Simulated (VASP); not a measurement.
Method: LDA (Ceperley-Alder, Perdew-Zunger), VASP's LDA PAW potentials (set 64) (plane waves; VASP).

Input for VASP

POSCAR:
```
MoSi2
1
   -1.5885040435     1.5885040435     3.8933139195
    1.5885040435    -1.5885040435     3.8933139195
    1.5885040435     1.5885040435    -3.8933139195
Si Mo
2 1
Direct
  0.6647985734   0.6647985734   0.0000000000
  0.3352014266   0.3352014266   0.0000000000
  0.0000000000   0.0000000000   0.0000000000
```

INCAR:
```
SYSTEM  =  MoSi2
PREC  =  Accurate; ENCUT  =  520; LREAL  =  .FALSE.
LASPH  =  .TRUE.
EDIFF  =  1E-7; NELM  =  100; ALGO  =  Normal
LMAXMIX  =  4
ISMEAR  =  1; SIGMA  =  0.1
IBRION  =  2; NSW  =  30; ISIF  =  4
EDIFFG  =  -0.01
LWAVE  =  .FALSE.; LCHARG  =  .FALSE.
```

### KPOINTS
```
Automatic mesh
0
Gamma
13 13 13
0 0 0
```

POTCAR, in this order: Si Mo_sv (LDA.64 set). Program: vasp_std.

Output of the run:

OSZICAR:
```
       N       E                     dE             d eps       ncg     rms          rms(c)
DAV:   1     0.129790021873E+03    0.12979E+03   -0.11329E+04  5880   0.140E+03
DAV:   2    -0.232300457826E+02   -0.15302E+03   -0.15098E+03  6979   0.353E+02
DAV:   3    -0.267178907881E+02   -0.34878E+01   -0.34524E+01  7826   0.482E+01
DAV:   4    -0.267347363738E+02   -0.16846E-01   -0.16844E-01  6671   0.398E+00
DAV:   5    -0.267348827485E+02   -0.14637E-03   -0.14637E-03  8008   0.356E-01    0.234E+01
DAV:   6    -0.259802603241E+02    0.75462E+00   -0.66487E+00  7042   0.193E+01    0.496E+00
DAV:   7    -0.258589397378E+02    0.12132E+00   -0.95710E-01  6811   0.697E+00    0.484E+00
DAV:   8    -0.258198342540E+02    0.39105E-01   -0.11806E-01  7119   0.294E+00    0.384E-01
DAV:   9    -0.258189851827E+02    0.84907E-03   -0.19487E-03  7119   0.415E-01    0.211E-01
DAV:  10    -0.258188769121E+02    0.10827E-03   -0.54687E-04  7224   0.228E-01    0.555E-02
DAV:  11    -0.258188682592E+02    0.86529E-05   -0.13393E-04  7287   0.971E-02    0.213E-02
DAV:  12    -0.258188658499E+02    0.24093E-05   -0.15311E-05  7000   0.288E-02    0.560E-03
DAV:  13    -0.258188658129E+02    0.37044E-07   -0.42666E-07  6859   0.621E-03
   1 F= -.25818866E+02 E0= -.25818826E+02  d E =-.258189E+02
```

**OUTCAR**
```
------------------------ aborting loop because EDIFF is reached ----------------------------------------
  FORCE on cell =-STRESS in cart. coord.  units (eV):
  Direction    XX          YY          ZZ          XY          YZ          ZX
  --------------------------------------------------------------------------------------
  Total        0.0038281      0.0038281     -0.0346101      0.0000000      0.0000000      0.0000000
  in kB        0.1560778      0.1560778     -1.4110986      0.0000000      0.0000000      0.0000000
  external PRESSURE =      -0.3663143 kB  Pullay stress =       0.0000000 kB
  volume of cell :       39.30
      direct lattice vectors                 reciprocal lattice vectors
    -1.588504043  1.588504043  3.893313920     0.000000000  0.314761553  0.128425298
     1.588504043 -1.588504043  3.893313920     0.314761553  0.000000000  0.128425298
     1.588504043  1.588504043 -3.893313920     0.314761553  0.314761553  0.000000000
 POSITION                                       TOTAL-FORCE (eV/Angst)
 -----------------------------------------------------------------------------------
      0.00000      0.00000      5.17654        -0.000000     -0.000000      0.000883
      0.00000      0.00000      2.61009         0.000000      0.000000     -0.000883
      0.00000      0.00000      0.00000        -0.000000     -0.000000      0.000000
 -----------------------------------------------------------------------------------
    total drift:                               -0.000000     -0.000000      0.000000
  FREE ENERGIE OF THE ION-ELECTRON SYSTEM (eV)
  ---------------------------------------------------
  free  energy   TOTEN  =       -25.8188658129 eV

  energy  without entropy=      -25.8187477068  energy(sigma->0) =      -25.81882644

 reached required accuracy - stopping structural energy minimisation
```
(Selected blocks of OUTCAR.)

**OUTCAR**
```
 val. band max:       12.5568863299   @ k =  -0.3077  -0.3846   0.3077

 cond. band min:      12.5931730778   @ k =   0.0769   0.0000  -0.0000


 Fermi energy:        12.5744133512

 k-point     1 :       0.0000    0.0000    0.0000
  band No.  band energies     occupation
      1     -47.7916      2.00000
      2     -22.1527      2.00000
      3     -22.0587      2.00000
      4     -22.0587      2.00000
      5      -0.9916      2.00000
      6       6.0306      2.00000
      7       9.1746      2.00000
      8       9.3540      2.00000
      9       9.8791      2.00000
     10       9.8791      2.00000
     11      12.9310     -0.00001
     12      15.7390      0.00000
     13      15.8213      0.00000
     14      16.1253      0.00000
     15      16.1253      0.00000

 k-point     2 :       0.0769    0.0000   -0.0000
  band No.  band energies     occupation
      1     -47.7904      2.00000
      2     -22.1514      2.00000
      3     -22.0754      2.00000
      4     -22.0572      2.00000
      5      -0.8815      2.00000
      6       6.0434      2.00000
      7       8.7376      2.00000
      8       9.3690      2.00000
      9       9.9517      2.00000
     10      10.1290      2.00000
     11      12.5932      0.68860
     12      15.3560      0.00000
     13      15.6104      0.00000
     14      16.0155      0.00000
     15      16.4788      0.00000

 k-point     3 :       0.1538    0.0000   -0.0000
  band No.  band energies     occupation
      1     -47.7870      2.00000
      2     -22.1481      2.00000
      3     -22.1214      2.00000
      4     -22.0529      2.00000
      5      -0.5564      2.00000
      6       6.0366      2.00000
      7       8.0358      2.00000
      8       9.3579      2.00000
      9      10.1589      2.00000
     10      10.3680      2.00000
     11      11.9234      2.00000
     12      14.6231      0.00000
     13      14.9987      0.00000
     14      16.6101      0.00000
     15      16.9077      0.00000
...
```

The compound is MoSi2 in the MoSi2 type structure. It was relaxed first.
